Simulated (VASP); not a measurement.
# Ga3BiO4 (F-43m) in VASP: notebook

The runs below take Ga3BiO4 through relaxation of cell and atoms, with PBE.

Program: VASP 6.6.1. These are calculated values, not measurements. Logs are shortened: lines on timing, memory, paths and dates and some standing lists are left out, and cuts for length are marked.

### 1 The structure

It takes space group F-43m (No. 216, cubic). The conventional cell has a = 8.349 Å, b = 8.349 Å, c = 8.349 Å, α = 90.00°, β = 90.00°, γ = 90.00°. Ga (site symmetry -43m) is surrounded by 4 O at 1.78 Å. Around Ga (site symmetry -43m) lie 12 O at 3.47 Å and 4 Bi at 3.62 Å and 4 Ga at 3.62 Å. Ga (site symmetry -43m) is surrounded by 4 O at 1.84 Å. Bi (site symmetry -43m) has 12 O at 3.46 Å and 8 Ga at 3.62 Å as nearest neighbours. Around O (site symmetry 3m) lie 2 Ga at 1.78 to 1.84 Å.

The cell was built by a generator and needn't be a form met in nature.

### 2 Relaxation of cell and atoms, PBE

The input, INCAR:

```
PREC = Normal
ENCUT = 520
EDIFF = 1E-4
ISMEAR = 0
SIGMA = 0.15
LREAL = F
LASPH = T
NELM = 60
ALGO = Fast
ISIF = 3
LWAVE = F
LCHARG = F
GGA = PE
IBRION = 2
NSW = 24
EDIFFG = -0.08
```

The input, KPOINTS:

```
Automatic mesh
0
Gamma
  3 3 3
```

The input, POSCAR:

```
Ga3BiO4
1.0
    0.0000000000      4.1746140700      4.1746140700
    4.1746140700      0.0000000000      4.1746140700
    4.1746140700      4.1746140700      0.0000000000
Ga Bi O
3 1 4
Direct
    0.2500000000      0.2500000000      0.2500000000
    0.7500000000      0.7500000000      0.7500000000
    0.0000000000      0.0000000000      0.0000000000
    0.5000000000      0.5000000000      0.5000000000
    0.1271405300      0.6185784100      0.1271405300
    0.1271405300      0.1271405300      0.1271405300
    0.6185784100      0.1271405300      0.1271405300
    0.1271405300      0.1271405300      0.6185784100
```

Potentials or basis: VASP PAW PBE potentials, release 64 (Ga_d, Bi_d, O).

Command:

```
$ cat potpaw_PBE.64/Ga_d/POTCAR potpaw_PBE.64/Bi_d/POTCAR potpaw_PBE.64/O/POTCAR > POTCAR
$ mpirun -np 1 vasp_std > vasp.out
```

OUTCAR:

```text
PREC = Normal
   ENCUT = 520
   EDIFF = 1E-4
   ISMEAR = 0
   LREAL = F
   LASPH = T
   NELM = 60
   ISIF = 3
   GGA = PE
   IBRION = 2
   NSW = 24
   EDIFFG = -0.08

 ion  position               nearest neighbor table
   1  0.250  0.250  0.250-   5 1.78   7 1.78   8 1.78   6 1.78
   2  0.750  0.750  0.750-
   3  0.000  0.000  0.000-   6 1.84   5 1.84   7 1.84   8 1.84
   4  0.500  0.500  0.500-
   5  0.127  0.619  0.127-   1 1.78   3 1.84
   6  0.127  0.127  0.127-   1 1.78   3 1.84
   7  0.619  0.127  0.127-   1 1.78   3 1.84
   8  0.127  0.127  0.619-   1 1.78   3 1.84

  LATTYP: Found a face centered cubic cell.
 ALAT       =     8.3492281400

  Lattice vectors:

 A1 = (   0.0000000000,   4.1746140700,   4.1746140700)
 A2 = (   4.1746140700,   0.0000000000,   4.1746140700)
 A3 = (   4.1746140700,   4.1746140700,   0.0000000000)

Analysis of symmetry for initial positions (statically):
=====================================================================
 Subroutine PRICEL returns:
 Original cell was already a primitive cell.

 Routine SETGRP: Setting up the symmetry group for a
 face centered cubic supercell.

 Subroutine GETGRP returns: Found 24 space group operations
 (whereof 24 operations were pure point group operations)
 out of a pool of 48 trial point group operations.

The static configuration has the point symmetry T_d .

Analysis of symmetry for dynamics (positions and initial velocities):
=====================================================================
 Subroutine PRICEL returns:
 Original cell was already a primitive cell.

 Routine SETGRP: Setting up the symmetry group for a
 face centered cubic supercell.

 Subroutine GETGRP returns: Found 24 space group operations
 (whereof 24 operations were pure point group operations)
 out of a pool of 48 trial point group operations.

The dynamic configuration has the point symmetry T_d .

 Subroutine INISYM returns: Found 24 space group operations
 (whereof 24 operations are pure point group operations),
 and found     1 'primitive' translations

----------------------------------------------------------------------------------------

                                     Primitive cell

  volume of cell :     145.5054

  direct lattice vectors                    reciprocal lattice vectors
     0.000000000  4.174614070  4.174614070    -0.119771551  0.119771551  0.119771551
[... 69 lines left out ...]
   ISTART =      0    job   : 0-new  1-cont  2-samecut
   ICHARG =      2    charge: 1-file 2-atom 10-const
   ISPIN  =      1    spin polarized calculation?
   LNONCOLLINEAR =      F non collinear calculations
   LSORBIT =      F    spin-orbit coupling
   LASPH  =      T    aspherical Exc in radial PAW
   ENCUT  =  520.0 eV  38.22 Ry    6.18 a.u.  10.98 10.98 10.98*2*pi/ulx,y,z
   NELM   =     60;   NELMIN=  2; NELMDL= -5     # of ELM steps
   EDIFF  = 0.1E-03   stopping-criterion for ELM
   LREAL  =      F    real-space projection
   EDIFFG = -.8E-01   stopping-criterion for IOM
   NSW    =     24    number of steps for IOM
   IBRION =      2    ionic relax: 0-MD 1-quasi-New 2-CG
   NFREE  =      1    steps in history (QN), initial steepest desc. (CG)
   ISIF   =      3    stress and relaxation
   ISYM   =      2    0-nonsym 1-usesym 2-fastsym
   POTIM  = 0.5000    time-step for ionic-motion
   TEBEG  =    0.0;   TEEND  =   0.0 temperature during run
   PSTRESS=    0.0 pullay stress
   NELECT =      78.0000    total number of electrons
   NUPDOWN=      -1.0000    fix difference up-down
   EMIN   =  10.00;   EMAX   =-10.00  energy-range for DOS
   EFERMI =   0.00;   METHOD = LEGACY
   ISMEAR =     0;   SIGMA  =   0.15  broadening in eV -4-tet -1-fermi 0-gaus
   EFERMI_NEDOS =   21; number of points for ismear=-14 and -15
   IALGO  =     68    algorithm
   IMIX   =      4    mixing-type and parameters
     AMIX     =   0.40;   BMIX     =  1.00
     AMIX_MAG =   1.60;   BMIX_MAG =  1.00
  volume/ion in A,a.u.               =      18.19       122.74
  Fermi-wavevector in a.u.,A,eV,Ry     =   1.329883  2.513114 24.063104  1.768588
  Thomas-Fermi vector in A             =   2.459012
   LORBIT       =      0    0 simple, 1 ext, 2 COOP (PROOUT), +10 PAW based schemes
   GGA     = PE    functional components
   LHFCALC =     F    Hartree Fock is set to
   AEXX    =    0.0000 exact exchange contribution
   IVDW    =     0    specifies the selected vdW correction
   LEPSILON=     F    determine dielectric tensor
   LRPA    =     F    only Hartree local field effects (RPA)
 conjugate gradient relaxation of ions
 non-spin polarized calculation
 RMM-DIIS sequential band-by-band and
 Gauss-broadening in eV      SIGMA  =   0.15
  energy-cutoff  :      520.00
  volume of cell :      145.51
 maximum number of plane-waves:      3944
   NGX = 21   NGY = 21   NGZ = 21

--------------------------------------- Ionic step        1  -------------------------------------------

 number of electron      78.0000020 magnetization

 Free energy of the ion-electron system (eV)
  ---------------------------------------------------
  ext. energy  EPLUGINS =         0.00000000
  ---------------------------------------------------
  free energy    TOTEN  =       -39.03783340 eV

  energy without entropy =      -38.95267107  energy(sigma->0) =      -38.99525224

------------------------ aborting loop because EDIFF is reached ----------------------------------------

  FORCE on cell =-STRESS in cart. coord.  units (eV):
  Direction    XX          YY          ZZ          XY          YZ          ZX
  --------------------------------------------------------------------------------------
  -------------------------------------------------------------------------------------
  Total       -0.1346227     -0.1346227     -0.1346227     -0.0000000      0.0000000     -0.0000000
  in kB       -1.4823467     -1.4823467     -1.4823467     -0.0000000      0.0000000     -0.0000000
  external PRESSURE =      -1.4823467 kB  Pullay stress =       0.0000000 kB
[... 71 lines left out ...]
--------------------------------------- Ionic step        3  -------------------------------------------

 number of electron      77.9999973 magnetization

 Free energy of the ion-electron system (eV)
  ---------------------------------------------------
  ext. energy  EPLUGINS =         0.00000000
  ---------------------------------------------------
  free energy    TOTEN  =       -39.12638549 eV

  energy without entropy =      -39.04059702  energy(sigma->0) =      -39.08349125

 E-fermi :   3.1421     XC(G=0):  -9.6173

 val. band max:        3.0887524740   @ k =   0.3333   0.0000   0.0000
 cond. band min:       3.1821473050   @ k =   0.3333   0.3333   0.0000
 fundamental gap:      0.0933948310
 Fermi energy:         3.1420941131

 k-point     1 :       0.0000    0.0000    0.0000
  band No.  band energies     occupation
      1     -20.3971      2.00000
      2     -20.3971      2.00000
      3     -20.3971      2.00000
      4     -20.3864      2.00000
      5     -20.3864      2.00000
      6     -15.4713      2.00000
[... 220 lines left out ...]
  FREE ENERGIE OF THE ION-ELECTRON SYSTEM (eV)
  ---------------------------------------------------
  free  energy   TOTEN  =       -39.1263854879 eV

  energy  without entropy=      -39.0405970150  energy(sigma->0) =      -39.08349125

 reached required accuracy - stopping structural energy minimisation
```

OSZICAR:

```text
N       E                     dE             d eps       ncg     rms          rms(c)
DAV:   1     0.986569439409E+03    0.98657E+03   -0.38063E+04   408   0.262E+03
DAV:   2     0.147778384157E+03   -0.83879E+03   -0.80878E+03   392   0.740E+02
DAV:   3    -0.342110424837E+02   -0.18199E+03   -0.17558E+03   466   0.241E+02
[... 25 lines left out ...]
RMM:   2    -0.391235192118E+02   -0.11011E+00   -0.12378E+00   440   0.667E+00    0.456E-01
RMM:   3    -0.391303719239E+02   -0.68527E-02   -0.16324E-01   495   0.230E+00    0.421E-01
RMM:   4    -0.391265762150E+02    0.37957E-02   -0.16716E-02   424   0.732E-01    0.140E-01
RMM:   5    -0.391264466363E+02    0.12958E-03   -0.74254E-03   428   0.389E-01    0.591E-02
RMM:   6    -0.391263854879E+02    0.61148E-04   -0.92612E-04   374   0.187E-01
   3 F= -.39126385E+02 E0= -.39083491E+02  d E =-.885521E-01
```

CONTCAR:

```text
Ga3BiO4
   1.00000000000000
    -0.0000000000000000    4.1731929916455464    4.1731929916455464
     4.1731929916455464    0.0000000000000000    4.1731929916455464
     4.1731929916455464    4.1731929916455464    0.0000000000000000
  Ga              Bi              O
     3     1     4
Direct
     0.2500000000000000    0.2500000000000000    0.2500000000000000
     0.7500000000000000    0.7500000000000000    0.7500000000000000
     0.0000000000000000    0.0000000000000000    0.0000000000000000
     0.5000000000000000    0.5000000000000000    0.5000000000000000
     0.1250736024589048    0.6247791926232786    0.1250736024589048
     0.1250736024589048    0.1250736024589048    0.1250736024589048
     0.6247791926232786    0.1250736024589048    0.1250736024589048
     0.1250736024589048    0.1250736024589048    0.6247791926232786

  0.00000000E+00  0.00000000E+00  0.00000000E+00
  0.00000000E+00  0.00000000E+00  0.00000000E+00
  0.00000000E+00  0.00000000E+00  0.00000000E+00
  0.00000000E+00  0.00000000E+00  0.00000000E+00
  0.00000000E+00  0.00000000E+00  0.00000000E+00
  0.00000000E+00  0.00000000E+00  0.00000000E+00
  0.00000000E+00  0.00000000E+00  0.00000000E+00
  0.00000000E+00  0.00000000E+00  0.00000000E+00
```

Run time: 66 s. Hardware: 1 thread of Intel Xeon Platinum 8488C (Sapphire Rapids), shared host; peak memory 0.21 GiB.

What came out:

```
Free energy                            : -39.1264 eV
Relaxed volume                         : 18.17 Å³/atom
Relaxed cell                           : a = 5.902 Å, b = 5.902 Å, c = 5.902 Å, α = 60.00°, β = 60.00°, γ = 60.00°
Space group after relaxing (to 0.05 Å) : F-43m (No. 216)
Energy gained by relaxing              : 11.1 meV/atom
Ionic steps                            : 3
Pressure after relaxing                : -0.4 GPa
Band gap on the k mesh                 : none (metal or under the smearing width)
```

Step by step:
| step | energy change (eV) | largest force (eV/Å) | pressure (GPa) | volume (Å³) |
| --- | --- | --- | --- | --- |
| 1 | 0.0000 | 1.4793 | -0.15 | 145.51 |
| 2 | 0.0820 | 2.0480 | 0.27 | 145.15 |
| 3 | -0.0886 | 0.0017 | -0.40 | 145.36 |

Final structure:
```cif
data_structure
_symmetry_space_group_name_H-M 'P 1'
_symmetry_Int_Tables_number 1
_cell_length_a 5.9018
_cell_length_b 5.9018
_cell_length_c 5.9018
_cell_angle_alpha 60.000
_cell_angle_beta 60.000
_cell_angle_gamma 60.000
_cell_volume 145.36
loop_
_atom_site_label
_atom_site_type_symbol
_atom_site_fract_x
_atom_site_fract_y
_atom_site_fract_z
_atom_site_occupancy
Ga1 Ga 0.25000 0.25000 0.25000 1
Ga2 Ga 0.75000 0.75000 0.75000 1
Ga3 Ga 0.00000 0.00000 0.00000 1
Bi1 Bi 0.50000 0.50000 0.50000 1
O1 O 0.12507 0.62478 0.12507 1
O2 O 0.12507 0.12507 0.12507 1
O3 O 0.62478 0.12507 0.12507 1
O4 O 0.12507 0.12507 0.62478 1
```

Caveat: the k mesh is coarse (spacing up to 0.43 Å⁻¹), so the values aren't converged; spin-orbit coupling is left out, which moves the levels of the heavy elements; the relaxation stopped at a loose force limit of 0.08 eV/Å, so its end isn't a converged minimum.

### 3 Relaxation of cell and atoms, PBE

This run uses another cell than the first one, of 18.26 Å³/atom, 1.004 times its volume.

INCAR is that of step 2.

KPOINTS is that of step 2.

The input, POSCAR:

```
Ga3BiO4
1.0
    5.2666984600      0.0000000000      0.0000000000
    0.0000000000      5.2666984600      0.0000000000
    0.0000000000      0.0000000000      5.2666984600
Ga Bi O
3 1 4
Direct
    0.0000000000      0.5000000000      0.5000000000
    0.5000000000      0.0000000000      0.5000000000
    0.5000000000      0.5000000000      0.0000000000
    0.0000000000      0.0000000000      0.0000000000
    0.2494713800      0.2494713800      0.2494713800
    0.7505286200      0.7505286200      0.2494713800
    0.7505286200      0.2494713800      0.7505286200
    0.2494713800      0.7505286200      0.7505286200
```

Potentials or basis: VASP PAW PBE potentials, release 64 (Ga_d, Bi_d, O).

Command:

```
$ cat potpaw_PBE.64/Ga_d/POTCAR potpaw_PBE.64/Bi_d/POTCAR potpaw_PBE.64/O/POTCAR > POTCAR
$ mpirun -np 1 vasp_std > vasp.out
```

It took 2.7 min on 1 thread of Intel Xeon Platinum 8488C (Sapphire Rapids), shared host; peak memory 0.18 GiB.

It converged, with:

* Free energy: -39.6704 eV
* Relaxed volume: 15.53 Å³/atom
* Relaxed cell: a = 4.990 Å, b = 4.990 Å, c = 4.990 Å, α = 90.00°, β = 90.00°, γ = 90.00°
* Space group after relaxing (to 0.05 Å): P-43m (No. 215)
* Energy gained by relaxing: 128.6 meV/atom
* Ionic steps: 10
* Pressure after relaxing: 0.1 GPa
* Largest force after relaxing: 0.023 eV/Å
* Band gap on the k mesh: none (metal or under the smearing width)

Forces on the atoms (eV/Å):
```
Ga   0.000  0.000  0.000
Ga   0.000  0.000  0.000
Ga   0.000  0.000  0.000
Bi   0.000  0.000  0.000
O    0.013  0.013  0.013
O   -0.013 -0.013  0.013
O   -0.013  0.013 -0.013
O    0.013 -0.013 -0.013
```

Step by step:
```csv
step,energy change (eV),largest force (eV/Å),pressure (GPa),volume (Å³)
1,0.0000,1.0218,-3.39,146.09
2,-0.3400,1.1290,-1.61,138.07
3,-0.6285,1.1824,7.16,120.41
4,-0.7535,0.9205,6.62,119.57
5,-0.8966,0.4221,5.95,117.90
6,-0.9127,0.1731,5.67,117.12
7,-0.9977,0.1075,2.66,120.48
8,-1.0250,0.0504,0.92,122.95
9,-1.0014,0.0573,-2.38,127.98
10,-1.0285,0.0227,0.14,124.26
```

Final structure:
```xyz
8
Lattice="4.9901 0.0000 0.0000 0.0000 4.9901 0.0000 0.0000 0.0000 4.9901" Properties=species:S:1:pos:R:3 pbc="T T T"
Ga    0.0000    2.4951    2.4951
Ga    2.4951    0.0000    2.4951
Ga    2.4951    2.4951    0.0000
Bi    0.0000    0.0000    0.0000
O     1.4161    1.4161    1.4161
O     3.5740    3.5740    1.4161
O     3.5740    1.4161    3.5740
O     1.4161    3.5740    3.5740
```

Levels at points of the mesh, in eV from the Fermi level:
```
           k point  band 35  band 36  band 37  band 38  band 39  band 40  band 41  band 42  band 43  band 44
(0.00, 0.00, 0.00)    -4.28    -4.28    -4.28    -2.10    -0.54    -0.54    -0.54     2.40     2.40     4.51
```

Caveat: the k mesh is coarse (spacing up to 0.40 Å⁻¹), so the values aren't converged; spin-orbit coupling is left out, which moves the levels of the heavy elements; the relaxation stopped at a loose force limit of 0.08 eV/Å, so its end isn't a converged minimum.
